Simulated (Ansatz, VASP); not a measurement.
# Cross-check of TiC between VASP and Ansatz

Wanted: the spread between two codes on one cell, functional and k mesh. The cell is taken from a series of runs on this material, whose earlier steps may have relaxed, scaled, displaced or heated it; both programs get it as it stands.

Calculated with Ansatz 0.2.0; plane waves, with VASP 6.6.1 beside it; zone-centre phonons at PBEsol.

## 1. The structure

Symmetry: R-3m, No. 166, trigonal system. The conventional cell has a = 2.914 Å, b = 2.914 Å, c = 7.620 Å, α = 90.00°, β = 90.00°, γ = 120.00°. C has 6 Ti at 2.11 Å nearest. Ti has 6 C at 2.11 Å nearest. Farther neighbours are not listed.

As a file:

```xyz
2
Lattice="0.0927 2.1533 2.1533 2.1533 0.0927 2.1533 2.1533 2.1533 0.0927" Properties=species:S:1:pos:R:3 pbc="T T T"
C     2.1996    2.1996    2.1996
Ti    0.0000    0.0000    0.0000
```

## 2. VASP: zone-centre phonons, PBEsol

Second derivatives magnify differences that forces hide, and they need a tight electronic threshold.

Lines of VASP's logs that name or quote its potential files are left out, and so is its time.

File INCAR:

```
SYSTEM = TiC
PREC = Accurate
ENCUT = 600
EDIFF = 1E-08
NELM = 120
ISMEAR = 1
SIGMA = 0.2
LREAL = .FALSE.
ALGO = Normal
GGA = PS
NBANDS = 14
LASPH = .TRUE.
LORBIT = 11
LWAVE = .FALSE.
LCHARG = .FALSE.
ISIF = 2
IBRION = 8
GGA_COMPAT = .FALSE.
KPAR = 2
```

File POSCAR:

```
TiC
1.0
    0.0926859792      2.1532715637      2.1532715637
    2.1532715637      0.0926859792      2.1532715637
    2.1532715637      2.1532715637      0.0926859792
C Ti
1 1
Direct
    0.5000000000      0.5000000000      0.5000000000
    0.0000000000      0.0000000000      0.0000000000
```

File KPOINTS:

```
Automatic mesh
0
Gamma
16 16 16
0 0 0
```

PAW data sets: C and Ti_sv (PBE family, release 64).

On the command line:

```console
$ mpirun -np 2 vasp_std
```

Numbers of over 12 decimals in the logs are rounded to 6 here.

Output:

```text
[banner, memory and clock lines left out]
running    2 mpi-ranks, on    1 nodes
 distrk:  each k-point on    1 cores,    2 groups
 distr:  one band on    1 cores,    1 groups

 POSCAR found type information on POSCAR C Ti
 POSCAR found :  2 types and       2 ions
|                                                                             |
|               ----> ADVICE to this user running VASP <----                  |
|                                                                             |
|     You enforced a specific xc type in the INCAR file but a different       |
|     [... a line on the potential file left out ...]
|     I HOPE YOU KNOW WHAT YOU ARE DOING!                                     |
|                                                                             |

 LDA part: xc-table for (Slater+PW92), standard interpolation
 POSCAR, INCAR and KPOINTS ok, starting setup
 FFT: planning ... GRIDC
 FFT: planning ... GRID_SOFT
 FFT: planning ... GRID
 WAVECAR not read
 entering main loop
       N       E                     dE             d eps       ncg     rms          rms(c)
DAV:   1     0.128620067647E+03    0.12862E+03   -0.89334E+03 11676   0.153E+03
DAV:   2    -0.162016979522E+02   -0.14482E+03   -0.13636E+03 12348   0.377E+02
DAV:   3    -0.245030973532E+02   -0.83014E+01   -0.81050E+01 15208   0.867E+01
DAV:   4    -0.248535059693E+02   -0.35041E+00   -0.35012E+00 14824   0.159E+01
DAV:   5    -0.248614032680E+02   -0.78973E-02   -0.78968E-02 15430   0.211E+00    0.203E+01
DAV:   6    -0.201257168209E+02    0.47357E+01   -0.11773E+01 16980   0.607E+01    0.652E+00
DAV:   7    -0.197027940750E+02    0.42292E+00   -0.17891E+00 14024   0.202E+01    0.583E+00
DAV:   8    -0.196763540702E+02    0.26440E-01   -0.13429E-01 13320   0.498E+00    0.233E+00
DAV:   9    -0.196828426622E+02   -0.64886E-02   -0.58148E-02 14964   0.230E+00    0.894E-01
DAV:  10    -0.196808524060E+02    0.19903E-02   -0.77400E-03 15088   0.124E+00    0.574E-01
DAV:  11    -0.196799696642E+02    0.88274E-03   -0.31690E-03 12738   0.824E-01    0.559E-02
DAV:  12    -0.196799289830E+02    0.40681E-04   -0.22438E-04 13062   0.230E-01    0.125E-02
DAV:  13    -0.196799204868E+02    0.84962E-05   -0.16937E-05 15404   0.566E-02    0.418E-03
DAV:  14    -0.196799199812E+02    0.50564E-06   -0.10978E-06 15120   0.170E-02    0.333E-03
DAV:  15    -0.196799199165E+02    0.64658E-07   -0.99095E-08 16592   0.277E-03    0.333E-04
DAV:  16    -0.196799199294E+02   -0.12926E-07   -0.93338E-09  9102   0.109E-03    0.110E-04
DAV:  17    -0.196799199254E+02    0.40282E-08   -0.77105E-10  6930   0.298E-04
   1 F= -.19679920E+02 E0= -.19680102E+02  d E =0.545142E-03
 Linear response reoptimize wavefunctions to high precision
DAV:   1    -0.196799199231E+02    0.23008E-08   -0.12842E-10  7494   0.154E-04
DAV:   2    -0.196799199231E+02   -0.18190E-11   -0.19292E-11  6498   0.480E-05
 Linear response DOF=           2
 Linear response progress:
  Degree of freedom:   1/  2
       N       E                     dE             d eps       ncg     rms          rms(c)
RMM:   1    -0.127056845844E+00   -0.12706E+00   -0.55477E-02 67280   0.239E+00
RMM:   2    -0.117097186545E+00    0.99597E-02   -0.60353E-03 61329   0.597E-01    0.145E-01
RMM:   3    -0.117771995383E+00   -0.67481E-03   -0.20156E-03 64783   0.252E-01    0.672E-02
RMM:   4    -0.118811156500E+00   -0.10392E-02   -0.75699E-04 66182   0.152E-01    0.151E-02
RMM:   5    -0.118960633970E+00   -0.14948E-03   -0.16125E-04 74247   0.617E-02    0.297E-03
RMM:   6    -0.118940279051E+00    0.20355E-04   -0.22254E-05 73162   0.257E-02    0.115E-03
RMM:   7    -0.118945960769E+00   -0.56817E-05   -0.48233E-06 75744   0.122E-02    0.469E-04
RMM:   8    -0.118946566343E+00   -0.60557E-06   -0.96472E-07 75074   0.603E-03    0.244E-04
RMM:   9    -0.118945907833E+00    0.65851E-06   -0.32215E-07 75796   0.322E-03    0.122E-04
RMM:  10    -0.118945631278E+00    0.27655E-06   -0.81789E-07 75238   0.173E-03    0.678E-05
RMM:  11    -0.118945690322E+00   -0.59044E-07   -0.24359E-07 74996   0.939E-04    0.524E-05
RMM:  12    -0.118945712857E+00   -0.22535E-07   -0.45769E-08 72943   0.535E-04    0.967E-06
RMM:  13    -0.118945720519E+00   -0.76618E-08   -0.73791E-08 77316   0.295E-04    0.207E-05
 first order change of Fermi-energy   0.98883E-04
 force on displaced ion       1 direction 1 : -12.532  -0.958  -0.958
 Linear response progress:
  Degree of freedom:   2/  2
       N       E                     dE             d eps       ncg     rms          rms(c)
RMM:   1    -0.680835288102E+00   -0.68084E+00    0.64066E+00 30826   0.137E+02
RMM:   2    -0.651154304238E+00    0.29681E-01   -0.24717E-01 53599   0.512E+00    0.243E-01
RMM:   3    -0.649809098682E+00    0.13452E-02   -0.19338E-02 63695   0.122E+00    0.121E-01
RMM:   4    -0.649101635826E+00    0.70746E-03   -0.75047E-03 70138   0.534E-01    0.216E-02
RMM:   5    -0.649684148165E+00   -0.58251E-03   -0.11885E-03 74159   0.213E-01    0.101E-02
RMM:   6    -0.650010060329E+00   -0.32591E-03   -0.33870E-04 74706   0.949E-02    0.727E-03
RMM:   7    -0.650454659095E+00   -0.44460E-03   -0.79103E-05 67174   0.494E-02    0.485E-03
RMM:   8    -0.650374715904E+00    0.79943E-04   -0.38406E-05 73173   0.256E-02    0.544E-04
RMM:   9    -0.650381346588E+00   -0.66307E-05   -0.18008E-05 76985   0.143E-02    0.563E-04
RMM:  10    -0.650397884189E+00   -0.16538E-04   -0.15015E-05 75140   0.860E-03    0.264E-04
RMM:  11    -0.650412135567E+00   -0.14251E-04   -0.11693E-05 72603   0.577E-03    0.343E-05
RMM:  12    -0.650411155844E+00    0.97972E-06   -0.91885E-06 78675   0.398E-03    0.827E-05
RMM:  13    -0.650411798118E+00   -0.64227E-06   -0.70902E-06 76924   0.293E-03    0.100E-04
RMM:  14    -0.650410280090E+00    0.15180E-05   -0.60142E-06 72431   0.229E-03    0.165E-04
[...]
RMM:  28    -0.650418030850E+00   -0.69994E-07   -0.59824E-07 81111   0.311E-04    0.101E-05
RMM:  29    -0.650417833078E+00    0.19777E-06   -0.47690E-07 73098   0.272E-04    0.758E-06
RMM:  30    -0.650417786973E+00    0.46105E-07   -0.42857E-07 62292   0.240E-04    0.637E-06
RMM:  31    -0.650417766459E+00    0.20514E-07   -0.35721E-07 62313   0.213E-04    0.627E-06
RMM:  32    -0.650417768859E+00   -0.24004E-08   -0.31904E-07 56660   0.191E-04    0.872E-06
RMM:  33    -0.650417770897E+00   -0.20377E-08   -0.28424E-07 46671   0.170E-04    0.916E-06
RMM:  34    -0.650417782088E+00   -0.11191E-07   -0.25754E-07 52812   0.152E-04    0.962E-06
RMM:  35    -0.650417766703E+00    0.15385E-07   -0.21891E-07 41231   0.136E-04    0.101E-05
 first order change of Fermi-energy   0.72941E-04
 force on displaced ion       2 direction 1 : -12.528  -0.958  -0.958
 Linear response finished
```

Parts of OUTCAR (step 2):

```text
ion  position               nearest neighbor table
   1  0.500  0.500  0.500-   2 2.11   2 2.11   2 2.11   2 2.11   2 2.11   2 2.11
   2  0.000  0.000  0.000-   1 2.11   1 2.11   1 2.11   1 2.11   1 2.11   1 2.11

  LATTYP: Found a trigonal (rhomboedric) cell.
 ALAT       =     3.0465960587
 COS(alpha) =     0.5425416463

 Subroutine GETGRP returns: Found 12 space group operations
 (whereof 12 operations were pure point group operations)

The static configuration has the point symmetry D_3d.

 Found    417 irreducible k-points:

   k-points           NKPTS =    417   k-points in BZ     NKDIM =    417   number of bands    NBANDS=     14

   dimension x,y,z NGX =    24 NGY =   24 NGZ =   24
   dimension x,y,z NGXF=    48 NGYF=   48 NGZF=   48

   ENCUT  =  600.0 eV  44.10 Ry    6.64 a.u.   6.08  6.08  6.08*2*pi/ulx,y,z

   NELECT =      16.0000    total number of electrons

 k-points in reciprocal lattice and weights: Automatic mesh
   0.00000000  0.00000000  0.00000000       0.000
   0.06250000  0.00000000  0.00000000       0.001
   0.12500000  0.00000000  0.00000000       0.001
   0.18750000  0.00000000  0.00000000       0.001
   0.25000000  0.00000000  0.00000000       0.001
   0.31250000 -0.00000000 -0.00000000       0.001
   0.37500000  0.00000000  0.00000000       0.001
   0.43750000  0.00000000  0.00000000       0.001
   0.50000000  0.00000000  0.00000000       0.001
[...]
-0.43750000  0.50000000  0.43750000       0.001
   0.50000000  0.50000000  0.50000000       0.000

 average (electrostatic) potential at core
       1 -43.5653       2 -69.6259

  Total        2.0230710      2.0230710      2.0230710     -0.9973017     -0.9973017     -0.9973017
  in kB      173.5257048    173.5257048    173.5257048    -85.5419703    -85.5419703    -85.5419703
  external PRESSURE =     173.5257048 kB  Pullay stress =       0.0000000 kB

  energy-cutoff  :      600.00
  volume of cell :       18.68
      direct lattice vectors                 reciprocal lattice vectors
     0.092685979  2.153271564  2.153271564    -0.247761776  0.237537164  0.237537164
     2.153271564  0.092685979  2.153271564     0.237537164 -0.247761776  0.237537164
     2.153271564  2.153271564  0.092685979     0.237537164  0.237537164 -0.247761776

 POSITION                                       TOTAL-FORCE (eV/Angst)
 -----------------------------------------------------------------------------------
      2.19961      2.19961      2.19961         0.000000      0.000000      0.000000
      0.00000      0.00000      0.00000        -0.000000     -0.000000     -0.000000
 -----------------------------------------------------------------------------------
    total drift:                                0.000000     -0.000000     -0.000000

 Eigenvectors and eigenvalues of the dynamical matrix
 ----------------------------------------------------

   1 f  =   19.175959 THz   120.486103 2PiTHz  639.641138 cm-1    79.305358 meV
             X         Y         Z           dx          dy          dz
      2.199615  2.199615  2.199615     0.516234    0.516234    0.516234
      0.000000  0.000000  0.000000    -0.258526   -0.258526   -0.258526

   2 f  =   17.162883 THz   107.837575 2PiTHz  572.492155 cm-1    70.979949 meV
             X         Y         Z           dx          dy          dz
      2.199615  2.199615  2.199615     0.365034    0.365034   -0.730068
      0.000000  0.000000  0.000000    -0.182803   -0.182803    0.365606

   3 f  =   17.162883 THz   107.837575 2PiTHz  572.492155 cm-1    70.979949 meV
             X         Y         Z           dx          dy          dz
      2.199615  2.199615  2.199615    -0.632257    0.632257   -0.000000
      0.000000  0.000000  0.000000     0.316624   -0.316624   -0.000000

   4 f/i=    0.000990 THz     0.006220 2PiTHz    0.033024 cm-1     0.004094 meV
             X         Y         Z           dx          dy          dz
      2.199615  2.199615  2.199615     0.258525    0.258527    0.258524
      0.000000  0.000000  0.000000     0.516234    0.516238    0.516231

   5 f/i=    0.000995 THz     0.006252 2PiTHz    0.033193 cm-1     0.004115 meV
             X         Y         Z           dx          dy          dz
      2.199615  2.199615  2.199615    -0.334548    0.294980    0.039566
      0.000000  0.000000  0.000000    -0.668050    0.589038    0.079009

   6 f/i=    0.000995 THz     0.006252 2PiTHz    0.033193 cm-1     0.004115 meV
             X         Y         Z           dx          dy          dz
      2.199615  2.199615  2.199615     0.147462    0.215994   -0.363460
      0.000000  0.000000  0.000000     0.294463    0.431312   -0.725782

 ELASTIC MODULI CONTR FROM IONIC RELAXATION (kBar)
 Direction    XX          YY          ZZ          XY          YZ          ZX
 --------------------------------------------------------------------------------
 XX           0.0000      0.0000      0.0000      0.0000      0.0000      0.0000
 YY           0.0000      0.0000      0.0000      0.0000      0.0000      0.0000
 ZZ           0.0000      0.0000      0.0000      0.0000      0.0000      0.0000
 XY           0.0000      0.0000      0.0000      0.0000      0.0000      0.0000
 YZ           0.0000      0.0000      0.0000      0.0000      0.0000      0.0000
 ZX           0.0000      0.0000      0.0000      0.0000      0.0000      0.0000
 --------------------------------------------------------------------------------
```

Energies printed during the response cycles are not total energies of the cell. The PAW data sets were made with PBE, which is usual practice but a small mismatch for other functionals.

(Continued in part 2 of 2.)

[Lines on the potential files, build, host, timing and source positions are cut from VASP's logs without a mark.]

[Logs are printed without paths, hosts, clocks, repeated set-up lines and the standing remarks that a program may print on its own settings, such as how far it seeks lower states.]

[Hosts, paths, dates, database ids (printed as entryN), source tags and the programs' standing remarks are cut or masked in the printed files.]
